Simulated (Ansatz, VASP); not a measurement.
**Nb2GeS2 in VASP and in Ansatz**

File INCAR:

```
SYSTEM = Nb2GeS2
  PREC = Accurate
  ENCUT = 520
  EDIFF = 1E-6
  ISMEAR = -1
  SIGMA = 0.0558
  LREAL = .False.
  LASPH = .True.
  NELM = 100
  ALGO = Normal
  ISIF = 2
  LWAVE = .False.
  LCHARG = .False.
  GGA = PE
  NBANDS = 34
```

Contents of KPOINTS:

```
regular mesh
0
Gamma
  6 6 2
  0 0 0
```

The input POSCAR:

```
Nb2GeS2
1.0
    3.4208800000      0.0000000000      0.0000000000
   -1.7104400000      2.9625720000      0.0000000000
    0.0000000000      0.0000000000      8.9440990000
Nb S Ge
2 2 1
Direct
    0.3333000000      0.6667000000      0.1410000000
    0.6667000000      0.3333000000      0.8590000000
    0.3333000000      0.6667000000      0.6670000000
    0.6667000000      0.3333000000      0.3330000000
    0.0000000000      0.0000000000      0.0000000000
```

Input for Ansatz:

```yaml
crystal:
  lattice:
    - [3.42088, 0.0, 0.0]
    - [-1.71044, 2.962572, 0.0]
    - [0.0, 0.0, 8.944099]
  atoms:
    - { symbol: Nb, position: [0.3333, 0.6667, 0.141] }
    - { symbol: Nb, position: [0.6667, 0.3333, 0.859] }
    - { symbol: S, position: [0.3333, 0.6667, 0.667] }
    - { symbol: S, position: [0.6667, 0.3333, 0.333] }
    - { symbol: Ge, position: [0.0, 0.0, 0.0] }
  symmetry: { tolerance: 0.0003 }
kpoints:
  mp_grid: { grid: [6, 6, 2], shift: [0, 0, 0] }
magnetization:
  spin_polarized: false
scf:
  occupations: { method: fermi_dirac, width: 0.0558 }
  lower_state_search: "off"
hamiltonian:
  pseudopotentials: { kind: paw }
  xc: pbe
basis:
  ecutwfc: 420
output:
  forces: true
  stress: true
  eigenvalues: true
```

The cell was built by a generator and needn't be a form met in nature.

Alike in both runs: task single point; functional PBE; k mesh 6 × 6 × 2; occupations fermi-dirac, width 0.0558 eV; no spin polarisation.

|  | VASP | Ansatz |
| --- | --- | --- |
| version | VASP 6.6.1 | Ansatz 0.2.0 |
| potentials or method | VASP PAW PBE potentials, release 64 (Nb_sv, S, Ge_d) | PAW plane waves |
| plane-wave cutoff (eV) | 520 | 420 |
| valence electrons in the cell | 52 | 52 |

```csv
,VASP,Ansatz,Ansatz less VASP
gap on the k mesh at the Fermi level (eV),none,none,-
pressure (GPa),20.7,20.9,+0.15
largest component of the traceless stress (GPa),5.55,5.51,-0.048
rms of the force components (eV/Å),2.458,2.445,-0.0131
```

Atom by atom the forces differ by 0.015 eV/Å (rms over components). A gap of «none» marks a metal or a gap that the smearing closes. Ansatz warned: «structure_snapped_to_symmetry».

Caveats: so large a pressure means that the cell lies far from this level's equilibrium, or that cutoff or potentials fall short (VASP); this functional lacks dispersion, which binds the layers, so the pressure and a relaxed spacing across them are unreliable; forces of over 1 eV/Å show positions far from the minimum, so gaps and moduli don't describe the material at rest.
